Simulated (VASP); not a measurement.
Input:

```
GeSe2
1.0
    5.13085     0.00000     0.00000
    0.00000     6.97273     0.00000
    0.00000     0.00000     3.92749
Ge Se
2 4
Direct
  0.00000   0.00000   0.00000
  0.50000   0.50000   0.50000
  0.15994   0.36994   0.00000
  0.65994   0.13006   0.50000
  0.34006   0.86994   0.50000
  0.84006   0.63006   0.00000
```

These are PBEsol GGA, VASP's PBE PAW potentials (set 64) (plane waves; VASP 6.6.1) values and carry that method's errors. Numerical set-up: 400 eV cut-off, 7×5×9 Γ-centred mesh, tetrahedra with Blöchl corrections, potentials Ge_d Se.

The cores are frozen, which limits the accuracy of field gradients.

Task: Give the principal components of the electric field gradient (V/Å²) and the asymmetry η at each nucleus.

Result: 
```tsv
atom	Vxx	Vyy	Vzz	η
Ge1	14.4	4.5	-18.9	0.52
Ge2	14.4	4.5	-18.9	0.52
Se3	-262.3	-103.3	365.6	0.43
Se4	-262.3	-103.3	365.6	0.43
Se5	-262.3	-103.3	365.6	0.43
Se6	-262.3	-103.3	365.6	0.43
```

The structure was generated: GeSe2 was put into the marcasite type (Pnnm), which need not be its known phase. It was relaxed first, which changed the volume by +26 %.
